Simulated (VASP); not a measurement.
# NaCaI2 (P4/mmm) in VASP: single point with PBE

Aim: the single point of NaCaI2 with PBE.

Program: VASP 6.6.1. These are calculated values, not measurements. Logs are shortened: lines on timing, memory, paths and dates and some standing lists are left out, and cuts for length are marked.

### 1 The crystal as given

It takes space group P4/mmm (No. 123, tetragonal). The conventional cell has a = 4.005 Å, b = 4.005 Å, c = 8.086 Å, α = 90.00°, β = 90.00°, γ = 90.00°. Na (site symmetry 4/mmm) has 8 I at 3.55 Å and 4 Na at 4.01 Å and 2 Ca at 4.04 Å as nearest neighbours. Ca (site symmetry 4/mmm) has 8 I at 3.41 Å as nearest neighbours. I (site symmetry 4mm) has 4 Ca at 3.41 Å and 4 Na at 3.55 Å and 1 I at 3.80 Å as nearest neighbours.

The cell was built by a generator and needn't be a form met in nature.

### 2 Single point, PBE

File INCAR:

```
PREC = Accurate ; ENCUT = 520
EDIFF = 1E-7 ; ISMEAR = 0
SIGMA = 0.1 ; LREAL = F
LASPH = T ; NELM = 100
ALGO = Fast ; ISIF = 2
LWAVE = F ; LCHARG = T
GGA = PE ; LELF = T
LVHAR = T ; NBANDS = 24
```

File KPOINTS:

```
Automatic mesh
0
Gamma
  12 12 6
```

File POSCAR:

```
NaCaI2
1.0
    4.0054148893      0.0000000000      0.0000000000
    0.0000000000      4.0054148893      0.0000000000
    0.0000000000      0.0000000000      8.0862345401
Na Ca I
1 1 2
Direct
    0.0000000000      0.0000000000      0.5000000000
    0.0000000000      0.0000000000      0.0000000000
    0.5000000000      0.5000000000      0.7651698637
    0.5000000000      0.5000000000      0.2348301363
```

Potentials or basis: VASP PAW PBE potentials, release 64 (Na_pv, Ca_sv, I).

On the command line:

```console
$ cat potpaw_PBE.64/Na_pv/POTCAR potpaw_PBE.64/Ca_sv/POTCAR potpaw_PBE.64/I/POTCAR > POTCAR
$ mpirun -np 1 vasp_std > vasp.out
```

OUTCAR:

```text
PREC = Accurate
   ENCUT = 520
   EDIFF = 1E-7
   ISMEAR = 0
   LREAL = F
   LASPH = T
   NELM = 100
   ISIF = 2
   GGA = PE

 ion  position               nearest neighbor table
   1  0.000  0.000  0.500-
   2  0.000  0.000  0.000-
   3  0.500  0.500  0.765-
   4  0.500  0.500  0.235-

  LATTYP: Found a simple tetragonal cell.
 ALAT       =     4.0054148893
 C/A-ratio  =     2.0188257056

  Lattice vectors:

 A1 = (   4.0054148893,   0.0000000000,   0.0000000000)
 A2 = (   0.0000000000,   4.0054148893,   0.0000000000)
 A3 = (   0.0000000000,   0.0000000000,   8.0862345401)

Analysis of symmetry for initial positions (statically):
=====================================================================
 Subroutine PRICEL returns:
 Original cell was already a primitive cell.

 Routine SETGRP: Setting up the symmetry group for a
 simple tetragonal supercell.

 Subroutine GETGRP returns: Found 16 space group operations
 (whereof 16 operations were pure point group operations)
 out of a pool of 16 trial point group operations.

The static configuration has the point symmetry D_4h.

Analysis of symmetry for dynamics (positions and initial velocities):
=====================================================================
 Subroutine PRICEL returns:
 Original cell was already a primitive cell.

 Routine SETGRP: Setting up the symmetry group for a
 simple tetragonal supercell.

 Subroutine GETGRP returns: Found 16 space group operations
 (whereof 16 operations were pure point group operations)
 out of a pool of 16 trial point group operations.

The dynamic configuration has the point symmetry D_4h.

 Subroutine INISYM returns: Found 16 space group operations
 (whereof 16 operations are pure point group operations),
 and found     1 'primitive' translations

----------------------------------------------------------------------------------------

                                     Primitive cell

  volume of cell :     129.7303

  direct lattice vectors                    reciprocal lattice vectors
     4.005414889  0.000000000  0.000000000     0.249662027  0.000000000  0.000000000
     0.000000000  4.005414889  0.000000000     0.000000000  0.249662027  0.000000000
     0.000000000  0.000000000  8.086234540     0.000000000  0.000000000  0.123666955

  length of vectors
     4.005414889  4.005414889  8.086234540     0.249662027  0.249662027  0.123666955

  position of ions in fractional coordinates (direct lattice)
     0.000000000  0.000000000  0.500000000
     0.000000000  0.000000000  0.000000000
     0.500000000  0.500000000  0.765169864
     0.500000000  0.500000000  0.234830136

  ion indices of the primitive-cell ions
   primitive index   ion index
                 1           1
                 2           2
                 3           3
                 4           4

----------------------------------------------------------------------------------------

 KPOINTS: Automatic mesh

Automatic generation of k-mesh.
 Grid dimensions read from file:
 generate k-points for:   12   12    6

 Generating k-lattice:

  Cartesian coordinates                     Fractional coordinates (reciprocal lattice)
     0.020805169  0.000000000  0.000000000     0.083333333  0.000000000  0.000000000
     0.000000000  0.020805169  0.000000000     0.000000000  0.083333333  0.000000000
     0.000000000  0.000000000  0.020611159     0.000000000  0.000000000  0.166666667

  Length of vectors
     0.020805169  0.020805169  0.020611159

  Shift w.r.t. Gamma in fractional coordinates (k-lattice)
     0.000000000  0.000000000  0.000000000

 Subroutine IBZKPT returns following result:
 ===========================================

 Found    112 irreducible k-points:

 Following reciprocal coordinates:
            Coordinates               Weight
  0.000000  0.000000  0.000000      1.000000
  0.083333  0.000000  0.000000      4.000000
  0.166667  0.000000  0.000000      4.000000
  0.250000  0.000000  0.000000      4.000000
  0.333333  0.000000  0.000000      4.000000
  0.416667  0.000000  0.000000      4.000000
[... 16 lines left out ...]
  0.333333  0.333333  0.000000      4.000000
  0.416667  0.333333  0.000000      8.000000
 [... further k-points ...]
   k-points           NKPTS =    112   k-points in BZ     NKDIM =    112   number of bands    NBANDS=     24
   number of dos      NEDOS =    301   number of ions     NIONS =      4
   total plane-waves  NPLWV =  54000
   dimension x,y,z NGX =    30 NGY =   30 NGZ =   60
   dimension x,y,z NGXF=    60 NGYF=   60 NGZF=  120
   ions per type =               1   1   2
   NGX,Y,Z   is equivalent  to a cutoff of  12.45, 12.45, 12.34 a.u.
   NGXF,Y,Z  is equivalent  to a cutoff of  24.90, 24.90, 24.67 a.u.
 SYSTEM =  unknown system
   PREC   = accura    normal or accurate (medium, high low for compatibility)
   ISTART =      0    job   : 0-new  1-cont  2-samecut
   ICHARG =      2    charge: 1-file 2-atom 10-const
   ISPIN  =      1    spin polarized calculation?
   LNONCOLLINEAR =      F non collinear calculations
   LSORBIT =      F    spin-orbit coupling
   LASPH  =      T    aspherical Exc in radial PAW
   ENCUT  =  520.0 eV  38.22 Ry    6.18 a.u.   7.45  7.45 15.04*2*pi/ulx,y,z
   NELM   =    100;   NELMIN=  2; NELMDL= -5     # of ELM steps
   EDIFF  = 0.1E-06   stopping-criterion for ELM
   LREAL  =      F    real-space projection
   EDIFFG = 0.1E-05   stopping-criterion for IOM
   NSW    =      0    number of steps for IOM
   IBRION =     -1    ionic relax: 0-MD 1-quasi-New 2-CG
   NFREE  =      0    steps in history (QN), initial steepest desc. (CG)
   ISIF   =      2    stress and relaxation
   ISYM   =      2    0-nonsym 1-usesym 2-fastsym
   POTIM  = 0.5000    time-step for ionic-motion
   TEBEG  =    0.0;   TEEND  =   0.0 temperature during run
   PSTRESS=    0.0 pullay stress
   NELECT =      31.0000    total number of electrons
   NUPDOWN=      -1.0000    fix difference up-down
   EMIN   =  10.00;   EMAX   =-10.00  energy-range for DOS
   EFERMI =   0.00;   METHOD = LEGACY
   ISMEAR =     0;   SIGMA  =   0.10  broadening in eV -4-tet -1-fermi 0-gaus
   EFERMI_NEDOS =   21; number of points for ismear=-14 and -15
   IALGO  =     68    algorithm
   IMIX   =      4    mixing-type and parameters
     AMIX     =   0.40;   BMIX     =  1.00
     AMIX_MAG =   1.60;   BMIX_MAG =  1.00
  volume/ion in A,a.u.               =      32.43       218.87
  Fermi-wavevector in a.u.,A,eV,Ry     =   1.015894  1.919761 14.041758  1.032040
  Thomas-Fermi vector in A             =   2.149206
   LORBIT       =      0    0 simple, 1 ext, 2 COOP (PROOUT), +10 PAW based schemes
   GGA     = PE    functional components
   LHFCALC =     F    Hartree Fock is set to
   AEXX    =    0.0000 exact exchange contribution
   IVDW    =     0    specifies the selected vdW correction
   LEPSILON=     F    determine dielectric tensor
   LRPA    =     F    only Hartree local field effects (RPA)
 non-spin polarized calculation
 RMM-DIIS sequential band-by-band and
 Gauss-broadening in eV      SIGMA  =   0.10
  energy-cutoff  :      520.00
  volume of cell :      129.73
 maximum number of plane-waves:      3550
 NGX is ok and might be reduce to    30
   NGX = 15   NGY = 15   NGZ = 31

 number of electron      30.9999977 magnetization

 Free energy of the ion-electron system (eV)
  ---------------------------------------------------
  ext. energy  EPLUGINS =         0.00000000
  ---------------------------------------------------
  free energy    TOTEN  =       -10.28530024 eV

  energy without entropy =      -10.27148269  energy(sigma->0) =      -10.27839147

 E-fermi :   5.6352     XC(G=0):  -8.4482

 val. band max:        5.6335793878   @ k =   0.3333   0.1667   0.1667
 cond. band min:       5.6372289782   @ k =   0.4167   0.1667   0.3333
 fundamental gap:      0.0036495903
 Fermi energy:         5.6351595754

 k-point     1 :       0.0000    0.0000    0.0000
  band No.  band energies     occupation
      1     -37.1904      2.00000
      2     -20.5381      2.00000
      3     -20.5381      2.00000
      4     -20.5333      2.00000
      5     -18.2533      2.00000
      6     -18.1656      2.00000
[... 16 lines left out ...]
     23       8.7985      0.00000
     24       9.2743      0.00000

 k-point     2 :       0.0833    0.0000    0.0000
  band No.  band energies     occupation
      1     -37.1902      2.00000
      2     -20.5387      2.00000
      3     -20.5380      2.00000
      4     -20.5332      2.00000
      5     -18.2526      2.00000
      6     -18.1703      2.00000
[... 16 lines left out ...]
     23       8.4417      0.00000
     24       9.4822      0.00000

 k-point     3 :       0.1667    0.0000    0.0000
  band No.  band energies     occupation
      1     -37.1896      2.00000
      2     -20.5403      2.00000
      3     -20.5379      2.00000
      4     -20.5330      2.00000
      5     -18.2505      2.00000
      6     -18.1831      2.00000
[... 16 lines left out ...]
     23       8.8385      0.00000
     24       9.7912      0.00000

 k-point     4 :       0.2500    0.0000    0.0000
  band No.  band energies     occupation
      1     -37.1887      2.00000
      2     -20.5426      2.00000
      3     -20.5377      2.00000
      4     -20.5327      2.00000
      5     -18.2477      2.00000
      6     -18.2005      2.00000
[... 16 lines left out ...]
     23       9.3486      0.00000
     24      10.0583      0.00000

 k-point     5 :       0.3333    0.0000    0.0000
  band No.  band energies     occupation
      1     -37.1878      2.00000
      2     -20.5449      2.00000
      3     -20.5375      2.00000
      4     -20.5324      2.00000
      5     -18.2449      2.00000
      6     -18.2178      2.00000
[... 451 lines left out ...]
 k-point    22 :       0.5000    0.2500    0.0000
  band No.  band energies     occupation
      1     -37.1852      2.00000
      2     -20.5465      2.00000
      3     -20.5416      2.00000
      4     -20.5317      2.00000
      5     -18.2383      2.00000
      6     -18.2282      2.00000
[... 16 lines left out ...]
     23       8.8492      0.00000
     24       9.0182      0.00000

 k-point    23 :       0.3333    0.3333    0.0000
  band No.  band energies     occupation
      1     -37.1852      2.00000
      2     -20.5441      2.00000
      3     -20.5439      2.00000
      4     -20.5317      2.00000
      5     -18.2385      2.00000
      6     -18.2104      2.00000
[... 16 lines left out ...]
     23       8.7137      0.00000
     24       8.7970      0.00000

 k-point    24 :       0.4167    0.3333    0.0000
  band No.  band energies     occupation
      1     -37.1845      2.00000
      2     -20.5456      2.00000
      3     -20.5438      2.00000
      4     -20.5315      2.00000
      5     -18.2369      2.00000
      6     -18.2206      2.00000
[... 16 lines left out ...]
     23       8.5425      0.00000
     24       8.8815      0.00000

 [... further k-points ...]

------------------------ aborting loop because EDIFF is reached ----------------------------------------

  FORCE on cell =-STRESS in cart. coord.  units (eV):
  Direction    XX          YY          ZZ          XY          YZ          ZX
  --------------------------------------------------------------------------------------
  -------------------------------------------------------------------------------------
  Total        0.0260782      0.0260782      0.0129034      0.0000000     -0.0000000      0.0000000
  in kB        0.3220676      0.3220676      0.1593582      0.0000000     -0.0000000      0.0000000
  external PRESSURE =       0.2678312 kB  Pullay stress =       0.0000000 kB

 VOLUME and BASIS-vectors are now :
 -----------------------------------------------------------------------------
  energy-cutoff  :      520.00
  volume of cell :      129.73
      direct lattice vectors                 reciprocal lattice vectors
     4.005414889  0.000000000  0.000000000     0.249662027  0.000000000  0.000000000
     0.000000000  4.005414889  0.000000000     0.000000000  0.249662027  0.000000000
     0.000000000  0.000000000  8.086234540     0.000000000  0.000000000  0.123666955

 POSITION                                       TOTAL-FORCE (eV/Angst)
 -----------------------------------------------------------------------------------
      0.00000      0.00000      4.04312        -0.000000     -0.000000      0.000000
      0.00000      0.00000      0.00000        -0.000000     -0.000000      0.000000
      2.00271      2.00271      6.18734         0.000000      0.000000     -0.008965
      2.00271      2.00271      1.89889        -0.000000      0.000000      0.008965
 -----------------------------------------------------------------------------------
    total drift:                                0.000000      0.000000     -0.000000

  FREE ENERGIE OF THE ION-ELECTRON SYSTEM (eV)
  ---------------------------------------------------
  free  energy   TOTEN  =       -10.2853002449 eV

  energy  without entropy=      -10.2714826861  energy(sigma->0) =      -10.27839147
```

Wall time 7.2 min (1 thread of Intel Xeon Platinum 8488C (Sapphire Rapids), shared host); peak memory 0.48 GiB.

Results:

```yaml
Free_energy: -10.2853 eV
Pressure: 0.0 GPa
Largest_force: 0.009 eV/Å
Band_gap_on_the_k_mesh: none (metal or under the smearing width)
```

Forces in eV/Å, atoms in the order of the input:
```
Na   0.000  0.000  0.000
Ca   0.000  0.000  0.000
I    0.000  0.000 -0.009
I    0.000  0.000  0.009
```

Caveat: an odd number of electrons without spin polarisation forces a metal; a magnetic or distorted state may lie lower.
